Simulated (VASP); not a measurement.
The input files of a VASP run:

POSCAR:
```
SnTe
1
    0.0000000000     3.1858150000     3.1858150000
    3.1858150000     0.0000000000     3.1858150000
    3.1858150000     3.1858150000     0.0000000000
Sn Te
1 1
Direct
  0.0107490000  -0.0256550000   0.0268490000
  0.4892510000   0.5256550000   0.4731510000
```

**KPOINTS**
```
Automatic mesh
0
Gamma
9 9 9
0 0 0
```

INCAR:
```
# general
SYSTEM  = SnTe
PREC    = Accurate
ENCUT   = 300
LREAL   = F
LASPH   = T

# electronic loop
EDIFF   = 1E-6
NELM    = 100
ALGO    = Normal
LMAXMIX = 4

# smearing
ISMEAR  = 1
SIGMA   = 0.272

# functional
GGA     = PE

# ions
ISIF    = 2

# output
LWAVE   = F
LCHARG  = F
```

POTCAR, in this order: Sn_d Te (PBE.64 set). Program: vasp_std.

Problem. Translate this PBE calculation to Quantum ESPRESSO's pw.x.

Solution. One equivalent input (not run):
```
&CONTROL
  calculation = 'scf'
  pseudo_dir = './pseudo'
  outdir = './out'
  tprnfor = .true.
  tstress = .true.
/
&SYSTEM
  ibrav = 0
  nat = 2
  ntyp = 2
  ecutwfc = 82.3
  occupations = 'smearing'
  smearing = 'methfessel-paxton'
  degauss = 0.01999
  input_dft = 'pbe'
/
&ELECTRONS
  conv_thr = 7.3e-08
  electron_maxstep = 100
/
ATOMIC_SPECIES
  Sn 118.710 Sn.upf
  Te 127.600 Te.upf
CELL_PARAMETERS angstrom
     0.0000000    3.1858150    3.1858150
     3.1858150    0.0000000    3.1858150
     3.1858150    3.1858150    0.0000000
ATOMIC_POSITIONS crystal
  Sn   0.0107490 -0.0256550  0.0268490
  Te   0.4892510  0.5256550  0.4731510
K_POINTS automatic
  9 9 9 0 0 0
```
What does not carry over: the potentials are each code's own (VASP's PAW set, PseudoDojo norm-conserving files in pw.x), so ENCUT and ecutwfc are chosen apart and not converted; conv_thr bounds pw.x's estimated SCF error, while EDIFF bounds the energy change between steps.

The structure comes from a computed database's SnTe entry; how it stands against other phases isn't given here. The cell was not relaxed at this level, atoms are displaced from their ideal sites.
